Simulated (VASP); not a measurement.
Output of a VASP run:

File OSZICAR:
```
       N       E                     dE             d eps       ncg     rms          rms(c)
DAV:   1     0.112396857105E+03    0.11240E+03   -0.88597E+03   754   0.124E+03
DAV:   2     0.345506076235E+01   -0.10894E+03   -0.10465E+03   879   0.290E+02
DAV:   3    -0.104295172112E+01   -0.44980E+01   -0.44869E+01   879   0.615E+01
DAV:   4    -0.106530868726E+01   -0.22357E-01   -0.22354E-01   864   0.433E+00
DAV:   5    -0.106545100601E+01   -0.14232E-03   -0.14232E-03   874   0.312E-01    0.585E+00
DAV:   6    -0.702279605240E+00    0.36317E+00   -0.71000E-01   990   0.110E+01    0.463E+00
DAV:   7    -0.683736258299E+00    0.18543E-01   -0.15202E-01   794   0.299E+00    0.208E+00
DAV:   8    -0.684215475830E+00   -0.47922E-03   -0.13383E-02   794   0.172E+00    0.227E-01
DAV:   9    -0.684262085607E+00   -0.46610E-04   -0.18852E-03   854   0.643E-01    0.468E-02
DAV:  10    -0.684303185751E+00   -0.41100E-04   -0.20571E-04   789   0.213E-01    0.426E-02
DAV:  11    -0.684331477553E+00   -0.28292E-04   -0.56313E-05   774   0.683E-02    0.147E-02
DAV:  12    -0.684330374639E+00    0.11029E-05   -0.66523E-06   840   0.371E-02    0.429E-03
DAV:  13    -0.684330554669E+00   -0.18003E-06   -0.11853E-06   779   0.907E-03    0.306E-03
DAV:  14    -0.684330552998E+00    0.16714E-08   -0.90070E-08   612   0.263E-03
   1 F= -.68433055E+00 E0= -.68433055E+00  d E =0.000000E+00
```

**OUTCAR**
```
------------------------ aborting loop because EDIFF is reached ----------------------------------------
  FORCE on cell =-STRESS in cart. coord.  units (eV):
  Direction    XX          YY          ZZ          XY          YZ          ZX
  --------------------------------------------------------------------------------------
  Total        0.0023999      0.0023999      0.0023999      0.0000000      0.0000000      0.0000000
  in kB        0.0661601      0.0661601      0.0661601      0.0000000      0.0000000      0.0000000
  external PRESSURE =       0.0661601 kB  Pullay stress =       0.0000000 kB
  volume of cell :       58.12
      direct lattice vectors                 reciprocal lattice vectors
     0.000000000  3.074409828  3.074409828    -0.162632839  0.162632839  0.162632839
     3.074409828  0.000000000  3.074409828     0.162632839 -0.162632839  0.162632839
     3.074409828  3.074409828  0.000000000     0.162632839  0.162632839 -0.162632839
  FREE ENERGIE OF THE ION-ELECTRON SYSTEM (eV)
  ---------------------------------------------------
  free  energy   TOTEN  =        -0.6843305530 eV

  energy  without entropy=       -0.6843305530  energy(sigma->0) =       -0.68433055

 total charge

# of ion       s       p       d       tot
------------------------------------------
    1        0.445   0.298   9.552  10.294
    2        1.450   2.369   0.020   3.839
--------------------------------------------------
tot          1.894   2.667   9.572  14.133
```
(Selected blocks of OUTCAR.)

POSCAR:
```
CdSe
1
    0.0000000000     3.0744098281     3.0744098281
    3.0744098281     0.0000000000     3.0744098281
    3.0744098281     3.0744098281     0.0000000000
Cd Se
1 1
Direct
  0.0000000000   0.0000000000   0.0000000000
  0.2500000000   0.2500000000   0.2500000000
```

Question: Reconstruct the remaining input files.

Answer: One answer among several that fit: the input of the run itself, optB86b-vdW, plane waves, VASP's PBE PAW potentials (set 64).

**INCAR**
```
SYSTEM = CdSe
PREC = Accurate
ENCUT = 520
EDIFF = 1E-7
NELM = 100
ALGO = Normal
LREAL = .FALSE.
LASPH = .TRUE.
ISMEAR = -5
GGA = MK
PARAM1 = 0.1234
PARAM2 = 1.0
LUSE_VDW = .TRUE.
AGGAC = 0.0
LMAXMIX = 4
LWAVE = .FALSE.
LCHARG = .TRUE.
LORBIT = 11
NEDOS = 601
ISIF = 2
```

File KPOINTS:
```
Automatic mesh
0
gamma
 8 8 8
```

POTCAR, in this order: Cd Se (PBE.64 set). Program: vasp_std.

The compound is CdSe in the zinc blende structure, whereas wurtzite is the usual form. It was relaxed first.
